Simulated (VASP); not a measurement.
Computed with LDA (Ceperley-Alder, Perdew-Zunger), VASP's LDA PAW potentials (set 64) (plane waves; VASP 6.6.1).

VASP ran on this input.

**POSCAR**
```
Nb3Sn
1.0
  5.2168931719   0.0000000000   0.0000000000
  0.0000000000   5.2168931719   0.0000000000
  0.0000000000   0.0000000000   5.2168931719
Nb Sn
6 2
Cartesian
  1.3042232930   0.0000000000   2.6084465859
  2.6084465859   1.3042232930   0.0000000000
  2.6084465859   3.9126698789   0.0000000000
  3.9126698789   0.0000000000   2.6084465859
  0.0000000000   2.6084465859   3.9126698789
  0.0000000000   2.6084465859   1.3042232930
  2.6084465859   2.6084465859   2.6084465859
  0.0000000000   0.0000000000   0.0000000000
```

INCAR:
```
SYSTEM = Nb3Sn
PREC = Accurate
ENCUT = 500
EDIFF = 1E-6
NELM = 100
ALGO = Normal
LREAL = .FALSE.
LASPH = .TRUE.
ISMEAR = 1
SIGMA = 0.1
LMAXMIX = 4
LWAVE = .FALSE.
LCHARG = .FALSE.
IBRION = 2
ISIF = 3
NSW = 40
EDIFFG = -0.02
```

### KPOINTS
```
Regular mesh
0
G
6 6 6
```

POTCAR, in this order: Nb_sv Sn_d (LDA.64 set). Program: vasp_std.

Unless said otherwise, spin-orbit coupling is left out, though it shifts the bands of the heavy elements here.

Q: What does the run give for the energy per atom (σ→0), volume per atom, band gap (on the k-mesh)?

A: 
```
Item                                                         Value
------------------------  ----------------------------------------
energy per atom (σ→0)                               -9.779 eV/atom
band gap (on the k-mesh)  none (metal, semimetal or under 0.01 eV)
volume per atom                                      17.78 Å³/atom
```

File OSZICAR:
```
...
DAV:   2    -0.782410299230E+02    0.69899E-02   -0.39703E-02  3418   0.168E+00    0.395E-01
DAV:   3    -0.782379128757E+02    0.31170E-02   -0.21819E-02  3849   0.987E-01    0.253E-01
DAV:   4    -0.782378568102E+02    0.56065E-04   -0.26864E-03  3584   0.292E-01    0.989E-02
DAV:   5    -0.782379448254E+02   -0.88015E-04   -0.34459E-04  4064   0.941E-02    0.705E-02
DAV:   6    -0.782379790203E+02   -0.34195E-04   -0.91552E-05  4112   0.390E-02    0.300E-02
DAV:   7    -0.782379908455E+02   -0.11825E-04   -0.39522E-05  3936   0.232E-02    0.523E-03
DAV:   8    -0.782379908085E+02    0.37000E-07   -0.18229E-06  2064   0.776E-03
   3 F= -.78237991E+02 E0= -.78235870E+02  d E =-.264300E-03
```

The compound is Nb3Sn in the A15 structure. This run relaxes it. Symmetry was kept, so distortions that lower it aren't found.
